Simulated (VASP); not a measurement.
All values below come from r2SCAN meta-GGA, VASP's PBE PAW potentials (set 64) (plane waves; VASP).

Input for VASP

File KPOINTS:
```
Automatic mesh
0
Gamma
6 6 3
0 0 0
```

File POSCAR:
```
ZnS
1
    1.9046222633    -3.2989024872    -0.0000000000
    1.9046222633     3.2989024872     0.0000000000
    0.0000000000     0.0000000000     6.2415193928
Zn S
2 2
Direct
  0.6666670000   0.3333330000   0.5001992388
  0.3333330000   0.6666670000   0.0001992388
  0.6666670000   0.3333330000   0.8748007612
  0.3333330000   0.6666670000   0.3748007612
```

**INCAR**
```
SYSTEM = ZnS
PREC = Accurate
ENCUT = 520
EDIFF = 1E-6
NELM = 100
ALGO = Normal
LREAL = .FALSE.
LASPH = .TRUE.
ISMEAR = 0
SIGMA = 0.05
METAGGA = R2SCAN
LMIXTAU = .TRUE.
LMAXMIX = 4
LWAVE = .FALSE.
LCHARG = .FALSE.
IBRION = 2
ISIF = 3
NSW = 60
EDIFFG = -0.02
```

POTCAR, in this order: Zn S (PBE.64 set). Program: vasp_std.

Question: Predict the energy per atom (σ→0), band gap (on the k-mesh).

Answer: 
- energy per atom (σ→0) = -9.430 eV/atom
- band gap (on the k-mesh) = 2.79 eV

File OSZICAR:
```
...
DAV:  14    -0.377185228963E+02   -0.40553E-02   -0.74018E-03   640   0.775E-01    0.709E-02
DAV:  15    -0.377194074062E+02   -0.88451E-03   -0.11990E-03   708   0.428E-01    0.391E-02
DAV:  16    -0.377197566053E+02   -0.34920E-03   -0.34694E-04   712   0.144E-01    0.950E-03
DAV:  17    -0.377197586416E+02   -0.20363E-05   -0.77576E-06   724   0.306E-02    0.104E-02
DAV:  18    -0.377197575938E+02    0.10478E-05   -0.52601E-06   714   0.159E-02    0.230E-03
DAV:  19    -0.377197587007E+02   -0.11070E-05   -0.10382E-06   464   0.989E-03    0.153E-03
DAV:  20    -0.377197596075E+02   -0.90678E-06   -0.14676E-07   422   0.454E-03
   1 F= -.37719760E+02 E0= -.37719760E+02  d E =-.377198E+02
```

The compound is ZnS in the wurtzite structure, the high-temperature form. It was relaxed first. The start is the result of an earlier pass.
